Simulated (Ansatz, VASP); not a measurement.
Two plane-wave programs on TaAsS

File INCAR:

```
  PREC = Accurate
  ENCUT = 520
  EDIFF = 1E-6
  ISMEAR = 0
  SIGMA = 0.1
  LREAL = False
  LASPH = True
  NELM = 150
  ALGO = Normal
  ISIF = 2
  LWAVE = False
  LCHARG = False
  ISPIN = 2
  MAGMOM = 1 0 0
  LORBIT = 11
  LMAXMIX = 4
  LDIPOL = True
  IDIPOL = 3
  DIPOL = 0.5 0.5 0.297
  GGA = PE
  NBANDS = 22
```

Contents of KPOINTS:

```
Automatic mesh
0
Gamma
  6 6 1
```

Contents of POSCAR:

```
TaAsS
1.0
    3.2089019950     -0.0000000028      0.0000000000
   -1.6044509951      2.7789906473      0.0000000000
    0.0000000000      0.0000000000     30.2081231200
Ta As S
1 1 1
Direct
    0.0000000000      0.0000000000      0.2924899583
    0.6666666667      0.3333333333      0.3590152508
    0.3333333333      0.6666666667      0.2395134031
```

Input for Ansatz:

```yaml
crystal:
  lattice:
    - [3.208901995, -2.8e-09, 0.0]
    - [-1.6044509951, 2.7789906473, 0.0]
    - [0.0, 0.0, 30.20812312]
  atoms:
    - { symbol: Ta, position: [0.0, 0.0, 0.2924899583], spin: 1.0 }
    - { symbol: As, position: [0.6666666667, 0.3333333333, 0.3590152508] }
    - { symbol: S, position: [0.3333333333, 0.6666666667, 0.2395134031] }
  periodic: [true, true, false]
basis:
  ecutwfc: 420
kpoints:
  mp_grid: { grid: [6, 6, 1] }
hamiltonian:
  xc: pbe
scf:
  occupations: { method: gaussian, width: 0.1 }
  lower_state_search: "off"
output:
  forces: true
  stress: true
  eigenvalues: true
  populations: true
magnetization:
  spin_polarized: true
```

Alike in both runs: task single point; functional PBE; k mesh 6 × 6 × 1; occupations gaussian, width 0.1 eV; collinear spin.

|  | VASP | Ansatz |
| --- | --- | --- |
| version | VASP 6.6.1 | Ansatz 0.2.0 |
| potentials or method | VASP PAW PBE potentials, release 64 (Ta_pv, As, S) | scalar-relativistic, plane waves, PAW |
| plane-wave cutoff (eV) | 520 | 420 |
| valence electrons in the cell | 22 | 34 |

```tsv
	VASP	Ansatz	Ansatz less VASP
gap on the k mesh at the Fermi level (eV)	none	none	-
rms of the force components (eV/Å)	0.011	0.005	-0.0067
net moment per atom (μB)	0.00	0.00	0.000
```

Atom by atom the forces differ by 0.014 eV/Å (rms over components). A gap of «none» marks a metal or a gap that the smearing closes. The functional is the same, so the differences come from potentials, cutoffs and numerics. The two sets of potentials don't hold the same shells in valence. Ansatz warned: «seeded_moment_not_kept».

Caveats: the k mesh is coarse (spacing up to 0.38 Å⁻¹), so the values aren't converged. Spin-orbit coupling is left out, which matters for the levels of Ta.
